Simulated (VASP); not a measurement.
Here is the system:

```yaml
crystal:
  lattice:
    - [0.00000, 2.24519, 2.24519]
    - [2.24519, 0.00000, 2.24519]
    - [2.24519, 2.24519, 0.00000]
  atoms:
    - { symbol: Nb, position: [0.00000, 0.00000, 0.00000] }
    - { symbol: C, position: [0.50000, 0.50000, 0.50000] }
```

Calculation: optB88-vdW, VASP's PBE PAW potentials (set 64) (plane waves; VASP). Settings: 520 eV cut-off, 16×16×16 Γ-centred mesh, tetrahedra with Blöchl corrections, potentials Nb_sv C.

Task: Predict the energy per atom (σ→0), band gap (on the k-mesh) with the smallest direct gap where there is one.

Result: 
```json
{
 "band gap (on the k-mesh)": "none (metal, semimetal or under 0.01 eV)",
 "energy per atom (σ→0)": "-8.248 eV/atom"
}
```

Only differences to runs with the same potentials and settings are physical.

The compound is NbC in the rock salt structure. It was relaxed first. The electron count is odd and the run is not spin-polarised, which forces a metal.
